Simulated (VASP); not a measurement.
Shape and ions are relaxed at each volume.

Energy against volume of TiO$_{2}$ (anatase). The numbers are results of PBE GGA with D4 dispersion, VASP's PBE PAW potentials (set 64) (plane waves; VASP), not measurements.

```
V (Å³/atom)  E (eV/atom)
-----------  -----------
10.808          -9.13684
11.153          -9.15522
11.498          -9.16125
11.842          -9.15602
12.187          -9.14070
```

Q: Fit a third-order Birch-Murnaghan equation of state.

A: 
```
Quantity                                         Result
---------------------------------------  --------------
volume per atom                          11.50 Å^3/atom
bulk modulus                                    173 GPa
pressure derivative of the bulk modulus            2.35
```

The compound is TiO2 in the anatase structure, one of several forms; rutile is the usual stable one. It was relaxed first.
